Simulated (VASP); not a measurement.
All values below come from r2SCAN meta-GGA, VASP's PBE PAW potentials (set 64) (plane waves; VASP 6.6.1). Each cell was relaxed at this level, without spin-orbit coupling.

### Question
Which of these comes out without a gap?
A. ZrC, Fm-3m (225)
B. PbO, P4/nmm (129)
C. MoS2, P6_3/mmc (194)
D. MoTe2, P6_3/mmc (194)

### Answer
A, ZrC, Fm-3m (225). The others have gaps of 1.01 eV (MoTe2, P6_3/mmc (194)), 1.14 eV (MoS2, P6_3/mmc (194)), 1.77 eV (PbO, P4/nmm (129)).
